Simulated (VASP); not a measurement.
A convergence study with VASP on KI (space group Fm-3m): one setting is varied, all else stays as given below, so the limit is that of these other settings.

```yaml
crystal:
  lattice:
    - [0.00000, 3.51733, 3.51733]
    - [3.51733, 0.00000, 3.51733]
    - [3.51733, 3.51733, 0.00000]
  atoms:
    - { symbol: K, position: [0.00000, 0.00000, 0.00000] }
    - { symbol: I, position: [0.50000, 0.50000, 0.50000] }
```

These are LDA (Ceperley-Alder, Perdew-Zunger), VASP's LDA PAW potentials (set 64) (plane waves; VASP) values and carry that method's errors. The tightest run used: 450 eV cut-off, 6×6×6 Γ-centred mesh, Gaussian smearing of 0.010 eV, potentials K_sv I.

**Question.** The settings run are ENCUT = 150; ENCUT = 180; ENCUT = 210; ENCUT = 255; ENCUT = 360; ENCUT = 450. From which on does the highest Γ mode stay within 5 cm⁻¹ of the tightest run?

**Answer.** From ENCUT = 180 on: it is off by 0.9 there and by no more than 5 in any finer run, while ENCUT = 150 is off by 7.1.
```json
[
 {"setting": "ENCUT = 150", "mean ε∞": "2.91", "highest Γ mode (cm⁻¹)": "98.8", "plane waves": "375", "difference judged (cm⁻¹)": "7.1"},
 {"setting": "ENCUT = 180", "mean ε∞": "2.95", "highest Γ mode (cm⁻¹)": "90.8", "plane waves": "531", "difference judged (cm⁻¹)": "0.9"},
 {"setting": "ENCUT = 210", "mean ε∞": "2.96", "highest Γ mode (cm⁻¹)": "92.9", "plane waves": "620", "difference judged (cm⁻¹)": "1.1"},
 {"setting": "ENCUT = 255", "mean ε∞": "2.97", "highest Γ mode (cm⁻¹)": "92.4", "plane waves": "821", "difference judged (cm⁻¹)": "0.7"},
 {"setting": "ENCUT = 360", "mean ε∞": "2.97", "highest Γ mode (cm⁻¹)": "92.5", "plane waves": "1363", "difference judged (cm⁻¹)": "0.8"},
 {"setting": "ENCUT = 450", "mean ε∞": "2.97", "highest Γ mode (cm⁻¹)": "91.7", "plane waves": "1917", "difference judged (cm⁻¹)": "0.0"}
]
```

Left out are rungs that failed or repeat a setting and relaxations that didn't move; long series are thinned to 24 rows.

The structure is a typed KI crystal (space group no. 225). The cell was not relaxed at this level.
